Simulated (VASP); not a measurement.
Consider the following.

```xyz
6
Lattice="3.3218 0.0000 0.0000 -1.6609 2.8767 0.0000 0.0000 0.0000 14.4425" Properties=species:S:1:pos:R:3 pbc="T T T"
W      1.6609     0.9589    10.8319
W      0.0000     1.9178     3.6106
Se     1.6609     0.9589     5.4737
Se     0.0000     1.9178    12.6949
Se     0.0000     1.9178     8.9688
Se     1.6609     0.9589     1.7475
```

Calculation: PBE GGA, VASP's PBE PAW potentials (set 64) (plane waves; VASP 6.6.1). Run with PREC = Normal, EDIFF = 1E-5, 400 eV cut-off, 10×10×2 Γ-centred mesh, Gaussian smearing of 0.050 eV, potentials W_sv Se.

Without a dispersion term in the relaxation, distances and binding between the weakly bound layers, chains or molecules are unreliable, and so is what depends on them.

### Question
The ions are relaxed. What does this cell relax into?

### Answer

```xyz
6
Lattice="3.3218 0.0000 0.0000 -1.6609 2.8767 0.0000 0.0000 0.0000 14.4425" Properties=species:S:1:pos:R:3 pbc="T T T"
W      1.6609     0.9589    10.8319
W      0.0000     1.9178     3.6106
Se     1.6609     0.9589     5.2904
Se     0.0000     1.9178    12.5117
Se     0.0000     1.9178     9.1520
Se     1.6609     0.9589     1.9308
```
Space group P6_3/mmc (194), at a tolerance of 0.03 Å.

### Question
How much energy does the relaxation gain?

### Answer
The energy (σ→0) changes by -161.2 meV/atom, in 3 ionic steps.

```json
[
 {"step": "1", "E(σ→0) (eV)": "-42.2843", "max force (eV/Å)": "2.427", "pressure (GPa)": "-11.18", "volume (Å³)": "138.01"},
 {"step": "2", "E(σ→0) (eV)": "-43.1125", "max force (eV/Å)": "1.022", "pressure (GPa)": "-4.56", "volume (Å³)": "138.01"},
 {"step": "3", "E(σ→0) (eV)": "-43.2518", "max force (eV/Å)": "0.005", "pressure (GPa)": "0.12", "volume (Å³)": "138.01"}
]
```

The compound is WSe2 in the 2H layered structure. This run relaxes the ions in a fixed cell. Symmetry was kept, so distortions that lower it aren't found.
